In this G0W0 calculation of CdTe, a far too small response cutoff costs about 0.1 eV in the gap. From 150 eV upward the gap moves by only a few meV, so 150 eV passes a 10 meV convergence test against the 250 eV row. The test fails as a measure of accuracy, because the number of empty bands was held fixed while the cutoff rose. The flat end of the series shows that the gap no longer responds to this one setting, which is a weaker statement than that the gap is converged.

VASP 6.6.1, one-shot G0W0 on PBE orbitals for CdTe (F-43m, two-atom cell), without spin-orbit coupling. All rows use the Cd_GW and Te_GW PAW potentials, a 3×3×3 k mesh, a 450 eV plane-wave cutoff, Gaussian smearing of 0.01 eV, 109 bands and 48 frequency points. The sweep value is the response cutoff ENCUTGW in eV.

```tsv
sweep value	gap (eV)	scf iterations
50	1.472	0
75	1.538	0
100	1.590	0
150	1.608	0
200	1.608	0
250	1.612	0
```

The gap is a one-shot G0W0 gap on PBE orbitals, with no self-consistency cycle, so the zeros in the last column are not failures. The sweep value is the response cutoff in eV. It sets how fine a ripple of charge the calculation can use when the electrons screen an added charge. With a low cutoff only smooth, long-wavelength screening is described. Each increase admits shorter wavelengths, and the gap rises by 140 meV in total, of which only 4 meV comes after 150 eV.

A ripple of short wavelength needs more than a plane wave to represent it. It arises when electrons are lifted from filled into empty states, and a ripple of wave number $G$ mainly lifts an electron into a state whose own wave number is close to $G$. Such a state has a high kinetic energy, near $\hbar^2G^2/2m$. If the list of empty bands ends below that energy, the new ripple enters the calculation with most of its transitions absent, and it can hardly change the gap.

Where the bands end can be estimated by treating the high states as free electrons. The two-atom cell has the volume $V = 2\times 32.92 = 65.84$ Å³ and holds $N_b = 109$ bands, nine of them filled. Free electrons fill a sphere in wave-number space up to $k = (6\pi^2N_b/V)^{1/3}$, which is about 4.6 Å⁻¹. With $\hbar^2/2m$ of about 3.8 eV Å², the top band lies near 81 eV.

The three highest cutoffs are therefore two to three times as high as the bands reach. The same count gives the number of plane waves in the response, and comparing it with the number of bands is the quickest way to recognise the danger. At 75 eV there is a little less than one plane wave per band, at 150 eV there are 2.5, and at 250 eV there are more than five. The plateau lies wholly in the region where the bands no longer keep up with the cutoff.

The gap does not stop at 81 eV, however; it still gains 18 meV between 100 and 150 eV. Theory leads one to expect a blurred boundary. The filled states, above all the compact Cd 4d shell, contain a wide range of wave numbers, so some transitions into the available bands still serve ripples beyond the nominal edge. That the fixed bands cause the plateau is thus a well-founded suspicion, which a calculation with more bands can test.

Theory also says how the gap should approach its limit when the bands do keep up. A ripple acts through the Coulomb interaction twice, which gives a factor $G^{-4}$, and the energy needed to excite it gives another $G^{-2}$. The number of ripples in a shell grows as $G^2\,dG$, so everything beyond the cutoff $G_c$ adds up to an error proportional to $G_c^{-3}$. The number $N$ of response plane waves grows as $G_c^3$, and the law becomes

$$E_\text{gap}(N) = E_\infty - \frac{c}{N},$$

where $E_\infty$ is the limit and $c$ a constant. Doubling the number of plane waves should halve the remaining error. Such a tail is slow, and the distance to the last row is then smaller than the distance to the limit.

This law was fitted once to all six rows and once to the three finest, as the output below shows. The first fit puts the limit about 21 meV above the 250 eV row, the second only about 2 meV above it. For the 150 eV row the remaining error would be about 25 meV or about 6 meV. The 10 meV bound lies between the two answers, so extrapolating this series cannot say whether 150 eV meets it.

Neither limit deserves much trust, since the law assumes bands that keep up with the cutoff, and here they do not. If the law held throughout, the constant $c$ worked out from neighbouring rows would stay the same. Instead it nearly doubles between the first two intervals and drops to zero between 150 and 200 eV. The early rise probably has another cause than the bands, which roughly keep up there: the law describes only the tail at high cutoffs, and the first rows are likely to lie below its range. The fit to all rows misses the gap at 100 eV, which was part of the fit, by 14 meV. The fit to the finest rows rests on a single step of 4 meV between 200 and 250 eV, since the gap does not change from 150 to 200 eV.

A cutoff series therefore needs two readings before its plateau is accepted. The first is the number of response plane waves per band: when it climbs well above one, flatness may reflect the bands. The second is the slope against $1/N$: at high cutoffs a gap that is converging properly approaches its limit along a straight line, whereas here the slope falls to zero and then rises again.

The remedy is to raise the cutoff and the number of bands together. By the free-electron count, matching the bands to the response takes about 275 bands at 150 eV and about 590 at 250 eV, against the 109 used here. Repeating these two points with the larger band numbers would test the plateau. If either gap moves by more than 10 meV, the flatness seen with 109 bands was false convergence. If neither does, the plateau has passed this test. Either way, the tail beyond 250 eV still has to be added: by the $1/N$ law it is almost as large as the difference between the two new gaps.

Until then, 150 eV is a sound economy for one purpose: it reproduces the 250 eV gap to about 4 meV with the same 100 empty bands. That small difference should not be quoted as an error bar on the gap of CdTe. Agreement with experiment cannot replace the test either, although the computed 1.61 eV is close to the gap of roughly 1.6 eV measured at low temperature. Spin-orbit coupling, left out here, would lower the computed value by roughly 0.3 eV, far more than the differences of a few meV along the plateau. The coarse k mesh and the fixed cell volume can add further errors that this series does not test.

Output of the analysis:

```
Cutoff against bands:
  row  gap below 250 eV row (meV)  response plane waves (free-electron count)  plane waves per band  local c from previous row (eV)
   50                         140                                       52.86                0.4849                             n/a
   75                          74                                       97.11                0.8909                           7.656
  100                          22                                       149.5                 1.372                           14.41
  150                           4                                       274.7                  2.52                           5.906
  200                           4                                       422.9                 3.879                               0
  250                           0                                         591                 5.422                           5.946
Free-electron energy of the top band (eV): 81.01
Rise of the gap from 50 to 250 eV (meV): 140
Rise of the gap from 100 to 150 eV (meV): 18
Rise of the gap from 150 to 250 eV (meV): 4
fit of result_gap on 6 rows: constant 1.633 +/- 0.006, coefficient of invn -8.47 +/- 0.64; rms 0.00764, worst 100 -0.0138, leave-one-out rms 0.00978
fit of result_gap on 3 rows (ecut >= 150): constant 1.614 +/- 0.004, coefficient of invn -1.784 +/- 1.5; rms 0.00122, worst 200 0.00169, leave-one-out rms 0.00518
  rows outside the fit (model, value, miss): 50 1.58, 1.472, 0.108; 75 1.596, 1.538, 0.0575; 100 1.602, 1.59, 0.012
Limit from all rows less gap at 250 eV (meV): 20.88
Limit from three finest rows less gap at 250 eV (meV): 1.91
Limit from all rows less gap at 150 eV (meV): 24.88
Limit from three finest rows less gap at 150 eV (meV): 5.91
Difference of the two limits (meV): 18.97
```
